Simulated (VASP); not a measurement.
# Si2Sb2Te (R-3m) in VASP: density of states with PBE

Aim: the density of states of Si2Sb2Te with PBE.

Program: VASP 6.6.1. These are calculated values, not measurements. Logs are shortened: lines on timing, memory, paths and dates and some standing lists are left out, and cuts for length are marked.

### Step 1. The crystal as given

The structure is trigonal, space group R-3m (No. 166). The conventional cell has a = 4.055 Å, b = 4.055 Å, c = 25.835 Å, α = 90.00°, β = 90.00°, γ = 120.00°. Si (site symmetry 3m) is surrounded by 3 Sb at 2.72 Å and 3 Te at 2.94 Å. Sb (site symmetry 3m) has 3 Si at 2.72 Å as nearest neighbours. Te (site symmetry -3m) is surrounded by 6 Si at 2.94 Å.

The cell was built by a generator and needn't be a form met in nature.

### Step 2. Density of states, PBE

File POSCAR:

```
Si2Sb2Te                                
1.0
    2.0273193669      1.1704733806      8.6116278676
   -2.0273193669      1.1704733806      8.6116278676
    0.0000000000     -2.3409467611      8.6116278676
  Si              Sb              Te            
     2     2     1
Direct
     0.5979016216424096    0.5979016216424096    0.5979016216424096
     0.4020983783575905    0.4020983783575905    0.4020983783575905
     0.2111443654831278    0.2111443654831278    0.2111443654831278
     0.7888556345168722    0.7888556345168722    0.7888556345168722
     0.0000000000000000    0.0000000000000000    0.0000000000000000
```

File INCAR.step1:

```
  PREC = Accurate
  ENCUT = 520
  EDIFF = 1E-7
  ISMEAR = 0
  SIGMA = 0.1
  LREAL = F
  LASPH = T
  NELM = 80
  ALGO = Normal
  ISIF = 2
  LWAVE = F
  LCHARG = T
  GGA = PE
  NBANDS = 20
  KPAR = 4
```

File KPOINTS.step1:

```
Automatic mesh
0
Gamma
  8 8 8
```

File INCAR.step2:

```
  PREC = Accurate
  ENCUT = 520
  EDIFF = 1E-7
  ISMEAR = -5
  SIGMA = 0.1
  LREAL = F
  LASPH = T
  NELM = 80
  ALGO = Normal
  ISIF = 2
  LWAVE = F
  LCHARG = F
  GGA = PE
  LORBIT = 11
  NBANDS = 20
  KPAR = 4
  NEDOS = 1001
  ICHARG = 11
```

File KPOINTS.step2:

```
Automatic mesh
0
Gamma
  12 12 12
```

Potentials or basis: VASP PAW PBE potentials, release 64 (Si, Sb, Te).

The run is started by

```sh
cat potpaw_PBE.64/Si/POTCAR potpaw_PBE.64/Sb/POTCAR potpaw_PBE.64/Te/POTCAR > POTCAR
cp INCAR.step1 INCAR
cp KPOINTS.step1 KPOINTS
mpirun -np 4 vasp_std > vasp.out
cp INCAR.step2 INCAR
cp KPOINTS.step2 KPOINTS
mpirun -np 4 vasp_std > vasp.out
```

OUTCAR:

```text
PREC = Accurate
   ENCUT = 520
   EDIFF = 1E-7
   ISMEAR = -5
   LREAL = F
   LASPH = T
   NELM = 80
   ISIF = 2
   GGA = PE
   LORBIT = 11
   ICHARG = 11

 ion  position               nearest neighbor table
   1  0.598  0.598  0.598-   3 2.72   3 2.72   3 2.72   5 2.94   5 2.94   5 2.94
   2  0.402  0.402  0.402-   4 2.72   4 2.72   4 2.72   5 2.94   5 2.94   5 2.94
   3  0.211  0.211  0.211-   1 2.72   1 2.72   1 2.72   4 3.28   4 3.28   4 3.28
   4  0.789  0.789  0.789-   2 2.72   2 2.72   2 2.72   3 3.28   3 3.28   3 3.28
   5  0.000  0.000  0.000-   1 2.94   2 2.94   1 2.94   1 2.94   2 2.94   2 2.94

  LATTYP: Found a trigonal (rhomboedric) cell.
 ALAT       =     8.9241339233
 COS(alpha) =     0.8967851525

  Lattice vectors:

 A1 = (   2.0273193669,   1.1704733806,   8.6116278676)
 A2 = (  -2.0273193669,   1.1704733806,   8.6116278676)
 A3 = (   0.0000000000,  -2.3409467611,   8.6116278676)

Analysis of symmetry for initial positions (statically):
=====================================================================
 Subroutine PRICEL returns:
 Original cell was already a primitive cell.

 Routine SETGRP: Setting up the symmetry group for a
 trigonal (rhombohedral) supercell.

 Subroutine GETGRP returns: Found 12 space group operations
 (whereof 12 operations were pure point group operations)
 out of a pool of 12 trial point group operations.

The static configuration has the point symmetry D_3d.

Analysis of symmetry for dynamics (positions and initial velocities):
=====================================================================
 Subroutine PRICEL returns:
 Original cell was already a primitive cell.

 Routine SETGRP: Setting up the symmetry group for a
 trigonal (rhombohedral) supercell.

 Subroutine GETGRP returns: Found 12 space group operations
 (whereof 12 operations were pure point group operations)
 out of a pool of 12 trial point group operations.

The dynamic configuration has the point symmetry D_3d.

 Subroutine INISYM returns: Found 12 space group operations
 (whereof 12 operations are pure point group operations),
 and found     1 'primitive' translations

----------------------------------------------------------------------------------------

                                     Primitive cell

  volume of cell :     122.6084

  direct lattice vectors                    reciprocal lattice vectors
     2.027319367  1.170473381  8.611627868     0.246631097  0.142392531  0.038707355
    -2.027319367  1.170473381  8.611627868    -0.246631097  0.142392531  0.038707355
     0.000000000 -2.340946761  8.611627868     0.000000000 -0.284785061  0.038707355

  length of vectors
     8.924133923  8.924133923  8.924133923     0.287403532  0.287403532  0.287403532

  position of ions in fractional coordinates (direct lattice)
     0.597901622  0.597901622  0.597901622
     0.402098378  0.402098378  0.402098378
     0.211144365  0.211144365  0.211144365
     0.788855635  0.788855635  0.788855635
     0.000000000  0.000000000  0.000000000

  ion indices of the primitive-cell ions
   primitive index   ion index
                 1           1
                 2           2
                 3           3
                 4           4
                 5           5

----------------------------------------------------------------------------------------

 KPOINTS: Automatic mesh

Automatic generation of k-mesh.
 Grid dimensions read from file:
 generate k-points for:   12   12   12

 Generating k-lattice:

  Cartesian coordinates                     Fractional coordinates (reciprocal lattice)
     0.020552591  0.011866044  0.003225613     0.083333333  0.000000000  0.000000000
    -0.020552591  0.011866044  0.003225613     0.000000000  0.083333333  0.000000000
     0.000000000 -0.023732088  0.003225613     0.000000000  0.000000000  0.083333333

  Length of vectors
     0.023950294  0.023950294  0.023950294

  Shift w.r.t. Gamma in fractional coordinates (k-lattice)
     0.000000000  0.000000000  0.000000000

 TETIRR: Found    864 inequivalent tetrahedra from    10368

 Subroutine IBZKPT returns following result:
 ===========================================

 Found    189 irreducible k-points:

 Following reciprocal coordinates:
            Coordinates               Weight
  0.000000  0.000000  0.000000      1.000000
  0.083333  0.000000 -0.000000      6.000000
  0.166667 -0.000000 -0.000000      6.000000
  0.250000  0.000000 -0.000000      6.000000
  0.333333 -0.000000 -0.000000      6.000000
  0.416667  0.000000 -0.000000      6.000000
[... 16 lines left out ...]
  0.500000  0.166667 -0.000000     12.000000
 -0.416667  0.166667  0.000000     12.000000
 [... further k-points ...]
   k-points           NKPTS =    189   k-points in BZ     NKDIM =    189   number of bands    NBANDS=     20
   number of dos      NEDOS =   1001   number of ions     NIONS =      5
   total plane-waves  NPLWV = 343000
   dimension x,y,z NGX =    70 NGY =   70 NGZ =   70
   dimension x,y,z NGXF=   140 NGYF=  140 NGZF=  140
   ions per type =               2   2   1
   NGX,Y,Z   is equivalent  to a cutoff of  13.04, 13.04, 13.04 a.u.
   NGXF,Y,Z  is equivalent  to a cutoff of  26.08, 26.08, 26.08 a.u.
 SYSTEM =  unknown system
   PREC   = accura    normal or accurate (medium, high low for compatibility)
   ISTART =      0    job   : 0-new  1-cont  2-samecut
   ICHARG =     11    charge: 1-file 2-atom 10-const
   ISPIN  =      1    spin polarized calculation?
   LNONCOLLINEAR =      F non collinear calculations
   LSORBIT =      F    spin-orbit coupling
   LASPH  =      T    aspherical Exc in radial PAW
   ENCUT  =  520.0 eV  38.22 Ry    6.18 a.u.  16.59 16.59 16.59*2*pi/ulx,y,z
   NELM   =     80;   NELMIN=  2; NELMDL=  0     # of ELM steps
   EDIFF  = 0.1E-06   stopping-criterion for ELM
   LREAL  =      F    real-space projection
   EDIFFG = 0.1E-05   stopping-criterion for IOM
   NSW    =      0    number of steps for IOM
   IBRION =     -1    ionic relax: 0-MD 1-quasi-New 2-CG
   NFREE  =      0    steps in history (QN), initial steepest desc. (CG)
   ISIF   =      2    stress and relaxation
   ISYM   =      2    0-nonsym 1-usesym 2-fastsym
   POTIM  = 0.5000    time-step for ionic-motion
   TEBEG  =    0.0;   TEEND  =   0.0 temperature during run
   PSTRESS=    0.0 pullay stress
   NELECT =      24.0000    total number of electrons
   NUPDOWN=      -1.0000    fix difference up-down
   EMIN   =  10.00;   EMAX   =-10.00  energy-range for DOS
   EFERMI =   0.00;   METHOD = LEGACY
   ISMEAR =    -5;   SIGMA  =   0.10  broadening in eV -4-tet -1-fermi 0-gaus
   EFERMI_NEDOS =   21; number of points for ismear=-14 and -15
   IALGO  =     38    algorithm
   IMIX   =      4    mixing-type and parameters
     AMIX     =   0.40;   BMIX     =  1.00
     AMIX_MAG =   1.60;   BMIX_MAG =  1.00
  volume/ion in A,a.u.               =      24.52       165.48
  Fermi-wavevector in a.u.,A,eV,Ry     =   0.950543  1.796266 12.293303  0.903532
  Thomas-Fermi vector in A             =   2.078930
   LORBIT       =     11    0 simple, 1 ext, 2 COOP (PROOUT), +10 PAW based schemes
   GGA     = PE    functional components
   LHFCALC =     F    Hartree Fock is set to
   AEXX    =    0.0000 exact exchange contribution
   IVDW    =     0    specifies the selected vdW correction
   LEPSILON=     F    determine dielectric tensor
   LRPA    =     F    only Hartree local field effects (RPA)
 non-spin polarized calculation
 Fermi weights with tetrahedron method with Bloechl corrections
  energy-cutoff  :      520.00
  volume of cell :      122.61
 maximum number of plane-waves:      3329
 NGX is ok and might be reduce to    70

 number of electron      23.9999999 magnetization

 Free energy of the ion-electron system (eV)
  ---------------------------------------------------
  ext. energy  EPLUGINS =         0.00000000
  ---------------------------------------------------
  free energy    TOTEN  =       -21.18610464 eV

  energy without entropy =      -21.18610464  energy(sigma->0) =      -21.18610464

 E-fermi :   7.4433     XC(G=0):  -9.9146

 val. band max:        7.5526503568   @ k =   0.4167   0.0833   0.0833
 cond. band min:       7.3324547844   @ k =   0.1667  -0.0000  -0.0000
 fundamental gap:     -0.2201955724
 Fermi energy:         7.4432665827

 k-point     1 :       0.0000    0.0000    0.0000
  band No.  band energies     occupation
      1      -5.7154      2.00000
      2      -3.7161      2.00000
      3      -3.4809      2.00000
      4       2.1868      2.00000
      5       2.1954      2.00000
      6       5.9186      2.00000
[... 12 lines left out ...]
     19      11.5417      0.00000
     20      11.5417      0.00000

 k-point     2 :       0.0833    0.0000   -0.0000
  band No.  band energies     occupation
      1      -5.6437      2.00000
      2      -3.6820      2.00000
      3      -3.3772      2.00000
      4       1.9854      2.00000
      5       2.3385      2.00000
      6       5.2439      2.00000
[... 12 lines left out ...]
     19      11.1627      0.00000
     20      11.3255      0.00000
[... 465 lines left out ...]
      3      -1.8248      2.00000
      4      -0.1890      2.00000
      5       0.3911      2.00000
      6       2.1547      2.00000
[... 12 lines left out ...]
     19      12.3310      0.00000
     20      12.7304      0.00000

 k-point    24 :      -0.4167    0.1667    0.0000
  band No.  band energies     occupation
      1      -3.9370      2.00000
      2      -2.1262      2.00000
      3      -1.9708      2.00000
      4      -0.2467      2.00000
      5       0.0575      2.00000
      6       1.8278      2.00000
[... 12 lines left out ...]
     19      12.9035      0.00000
     20      12.9913      0.00000

 [... further k-points ...]

------------------------ aborting loop because EDIFF is reached ----------------------------------------

  FORCE on cell =-STRESS in cart. coord.  units (eV):
  Direction    XX          YY          ZZ          XY          YZ          ZX
  --------------------------------------------------------------------------------------
  -------------------------------------------------------------------------------------
  Total       -0.0044805     -0.0044805     -0.3165738      0.0000000     -0.0000000      0.0000000
  in kB       -0.0585483     -0.0585483     -4.1368082      0.0000000     -0.0000000      0.0000000
  external PRESSURE =      -1.4179683 kB  Pullay stress =       0.0000000 kB

 VOLUME and BASIS-vectors are now :
 -----------------------------------------------------------------------------
  energy-cutoff  :      520.00
  volume of cell :      122.61
      direct lattice vectors                 reciprocal lattice vectors
     2.027319367  1.170473381  8.611627868     0.246631097  0.142392531  0.038707355
    -2.027319367  1.170473381  8.611627868    -0.246631097  0.142392531  0.038707355
     0.000000000 -2.340946761  8.611627868     0.000000000 -0.284785061  0.038707355

 POSITION                                       TOTAL-FORCE (eV/Angst)
 -----------------------------------------------------------------------------------
      0.00000      0.00000     15.44672         0.000000     -0.000000     -0.005548
      0.00000      0.00000     10.38816         0.000000      0.000000      0.005548
      0.00000      0.00000      5.45489         0.000000     -0.000000     -0.019945
      0.00000      0.00000     20.37999         0.000000      0.000000      0.019945
      0.00000      0.00000      0.00000         0.000000      0.000000     -0.000000
 -----------------------------------------------------------------------------------
    total drift:                                0.000000      0.000000     -0.000000

  FREE ENERGIE OF THE ION-ELECTRON SYSTEM (eV)
  ---------------------------------------------------
  free  energy   TOTEN  =       -21.1861046364 eV

  energy  without entropy=      -21.1861046364  energy(sigma->0) =      -21.18610464

 total charge

# of ion       s       p       d       tot
------------------------------------------
    1        0.820   0.728   0.000   1.548
    2        0.820   0.728   0.000   1.548
    3        1.185   1.183   0.042   2.410
    4        1.185   1.183   0.042   2.410
    5        1.403   1.850   0.059   3.311
--------------------------------------------------
tot          5.413   5.671   0.143  11.228
```

It took 5.6 min on 4 MPI ranks of Intel Xeon 6975P-C (Granite Rapids), shared host; peak memory 0.98 GiB.

What came out:

- Valence electrons inside the program's atomic spheres: Si 1.55; Sb 2.41; Te 3.31

Levels at points of the mesh, in eV from the Fermi level:
```csv
k point,band 10,band 11,band 12,band 13,band 14,band 15
"(0.00, 0.00, 0.00)",-0.21,-0.21,0.21,0.22,1.43,1.43
"(0.50, 0.00, 0.00)",-2.47,-1.91,-1.50,-0.01,1.59,2.16
"(0.50, 0.50, 0.00)",-1.72,-1.23,-1.04,-0.29,1.45,1.78
"(0.50, 0.50, 0.50)",-0.65,-0.63,-0.63,0.71,1.41,2.45
```

States per cell in windows of 1 eV (zero at the Fermi level; states under -8 eV left out):
```tsv
from (eV)	total	Te5_p	Sb3_p	Sb4_p	Si1_p	Si2_p	Si1_s
-8.0	1.76	0.08	0.04	0.04	0.01	0.01	0.23
-7.0	1.38	0.06	0.04	0.04	0.01	0.01	0.16
-6.0	1.36	0.14	0.06	0.06	0.04	0.04	0.06
-5.0	1.93	0.23	0.10	0.10	0.08	0.08	0.03
-4.0	2.96	0.38	0.19	0.19	0.14	0.14	0.03
-3.0	3.04	0.35	0.23	0.23	0.15	0.15	0.03
-2.0	2.80	0.28	0.24	0.24	0.14	0.14	0.03
-1.0	2.70	0.30	0.25	0.25	0.12	0.12	0.04
0.0	2.21	0.25	0.19	0.19	0.08	0.08	0.07
1.0	1.91	0.21	0.15	0.15	0.07	0.07	0.09
2.0	2.36	0.04	0.12	0.12	0.17	0.17	0.02
3.0	3.61	0.15	0.16	0.16	0.28	0.28	0.03
4.0	3.32	0.19	0.16	0.16	0.24	0.24	0.02
5.0	2.22	0.14	0.14	0.14	0.15	0.15	0.01
6.0	0.38	0.02	0.03	0.03	0.02	0.02	0.00
```

Caveat: tetrahedron occupations give inexact forces and stress in metals.
